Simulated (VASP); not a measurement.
InGaO: relaxation of cell and atoms with PBE

InGaO:

```xyz
3
Lattice="3.6409 0.0000 0.0000 0.0000 3.6659 0.0000 0.0000 0.0000 3.6940" Properties=species:S:1:pos:R:3 pbc="T T T"
In    1.8204    1.8330    0.0000
Ga    0.0000    0.0000    0.0000
O     1.8204    1.8330    1.8470
```

The cell was built by a generator and needn't be a form met in nature.

```
Program                : VASP 6.6.1
Task                   : relaxation of cell and atoms
Functional             : PBE
Potentials or basis    : VASP PAW PBE potentials, release 64 (In_d, Ga_d, O)
Cutoff                 : 520 eV
k mesh                 : 4 × 4 × 4
Occupations            : gaussian, width 0.15 eV
Spin                   : no spin polarisation
Further INCAR settings : PREC = Normal; ALGO = Fast; EDIFF = 0.0001; IBRION = 2; EDIFFG = -0.08; NSW = 24; ISIF = 3
```

The relaxed volume is 22.70 Å³/atom, the relaxed cell is a = 4.030 Å, b = 4.061 Å, c = 4.161 Å, α = 90.00°, β = 90.00°, γ = 90.00° and the space group after relaxing (to 0.05 Å) is P4/mmm (No. 123). The energy gained by relaxing is 588.2 meV/atom. The ionic steps are 9, the pressure after relaxing is 0.2 GPa and the band gap on the k mesh is none (metal or under the smearing width).

Stress tensor (GPa, compression positive):
```
 0.54  0.00  0.00
 0.00  0.52  0.00
 0.00  0.00 -0.31
```

Step by step:
```tsv
step	energy change (eV)	largest force (eV/Å)	pressure (GPa)	volume (Å³)
1	0.0000	0.0000	37.58	49.30
2	-0.6570	0.0000	-9.48	81.52
3	-1.6189	0.0000	2.33	64.24
4	-1.6203	0.0000	1.23	63.91
5	-1.3037	0.0000	15.04	56.33
6	-1.6199	0.0000	2.67	63.18
7	-1.6206	0.0000	2.63	63.48
8	-1.7575	0.0000	0.25	67.35
9	-1.7647	0.0000	0.25	68.09
```

Final structure:
```
In Ga O
1.0
     4.03010    0.00000    0.00000
     0.00000    4.06062    0.00000
     0.00000    0.00000    4.16095
In Ga O
1 1 1
Direct
  0.50000 0.50000 0.00000
  0.00000 0.00000 0.00000
  0.50000 0.50000 0.50000
```

Levels at points of the mesh, in eV from the Fermi level:
| k point | band 14 | band 15 | band 16 | band 17 | band 18 | band 19 |
| --- | --- | --- | --- | --- | --- | --- |
| (0.00, 0.00, 0.00) | -2.32 | -2.29 | 1.70 | 1.71 | 1.79 | 2.96 |
| (0.50, 0.00, 0.00) | -3.84 | -2.03 | -1.66 | 3.15 | 3.37 | 5.01 |
| (0.00, 0.50, 0.00) | -3.87 | -2.01 | -1.65 | 3.22 | 3.34 | 5.11 |
| (0.50, 0.50, 0.00) | -3.68 | -3.68 | -1.26 | -0.13 | -0.11 | 4.00 |
| (0.00, 0.00, 0.50) | -1.55 | -1.54 | -0.25 | 0.99 | 1.11 | 4.51 |
| (0.50, 0.00, 0.50) | -2.39 | -1.49 | 0.46 | 1.82 | 3.56 | 4.41 |
| (0.00, 0.50, 0.50) | -2.40 | -1.48 | 0.47 | 1.80 | 3.62 | 4.50 |
| (0.50, 0.50, 0.50) | -2.00 | -2.00 | -1.97 | -1.96 | 1.31 | 3.06 |

Run time: 79 s on 2 MPI ranks on Intel(R) Xeon(R) Platinum 8488C (Sapphire Rapids), with other jobs on the host, peak memory 0.15 GiB a rank.

Caveat: the k mesh is coarse (spacing up to 0.43 Å⁻¹), so the values aren't converged; the volume moved by over 15 % at a fixed basis, so the end points are rough; the relaxation stopped at a loose force limit of 0.08 eV/Å, so its end isn't a converged minimum.
